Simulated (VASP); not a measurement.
Input:

```
KI
1.0
    0.00000     3.59309     3.59309
    3.59309     0.00000     3.59309
    3.59309     3.59309     0.00000
K I
1 1
Cartesian
  0.00000   0.00000   0.00000
  3.59309   3.59309   3.59309
```

Computed with PBE GGA, VASP's PBE PAW potentials (set 64) (plane waves; VASP). Settings: 400 eV cut-off, 8×8×8 Γ-centred mesh, Gaussian smearing of 0.010 eV, potentials K_sv I.

### Question
Give the direction-averaged independent-particle dielectric function (no local fields, no excitons; a broadening of 0.1 eV leaves a tail below the gap, and fine structure carries the noise of the k-mesh).

### Answer

```json
[
 {"ħω (eV)": "0.00", "ε₁": "3.12", "ε₂": "0.00"},
 {"ħω (eV)": "0.50", "ε₁": "3.13", "ε₂": "0.00"},
 {"ħω (eV)": "1.00", "ε₁": "3.16", "ε₂": "0.01"},
 {"ħω (eV)": "1.50", "ε₁": "3.22", "ε₂": "0.01"},
 {"ħω (eV)": "2.00", "ε₁": "3.31", "ε₂": "0.02"},
 {"ħω (eV)": "2.50", "ε₁": "3.44", "ε₂": "0.03"},
 {"ħω (eV)": "3.00", "ε₁": "3.64", "ε₂": "0.05"},
 {"ħω (eV)": "3.50", "ε₁": "3.96", "ε₂": "0.09"},
 {"ħω (eV)": "4.10", "ε₁": "4.70", "ε₂": "0.39"},
 {"ħω (eV)": "4.60", "ε₁": "4.79", "ε₂": "0.62"},
 {"ħω (eV)": "5.10", "ε₁": "4.84", "ε₂": "1.93"},
 {"ħω (eV)": "5.60", "ε₁": "6.71", "ε₂": "4.55"},
 {"ħω (eV)": "6.10", "ε₁": "3.19", "ε₂": "5.32"},
 {"ħω (eV)": "6.60", "ε₁": "1.69", "ε₂": "3.23"},
 {"ħω (eV)": "7.10", "ε₁": "2.92", "ε₂": "3.59"},
 {"ħω (eV)": "7.60", "ε₁": "0.61", "ε₂": "5.19"},
 {"ħω (eV)": "8.20", "ε₁": "-0.48", "ε₂": "3.16"},
 {"ħω (eV)": "8.70", "ε₁": "-1.20", "ε₂": "2.86"},
 {"ħω (eV)": "9.20", "ε₁": "-1.59", "ε₂": "1.72"},
 {"ħω (eV)": "9.70", "ε₁": "-0.57", "ε₂": "0.83"},
 {"ħω (eV)": "10.20", "ε₁": "0.26", "ε₂": "0.67"},
 {"ħω (eV)": "10.70", "ε₁": "0.17", "ε₂": "1.12"},
 {"ħω (eV)": "11.20", "ε₁": "0.28", "ε₂": "0.63"},
 {"ħω (eV)": "11.80", "ε₁": "1.13", "ε₂": "0.62"}
]
```
ε₂ peaks at 6.0 eV (height 6.1), 7.4 eV (height 5.8), 8.5 eV (height 4.1); ε₁(0) averages 3.12, so the electronic refractive index below the gap tends to √3.12 = 1.76.

The compound is KI in the rock salt structure. It was relaxed first, which changed the volume by +5 %.
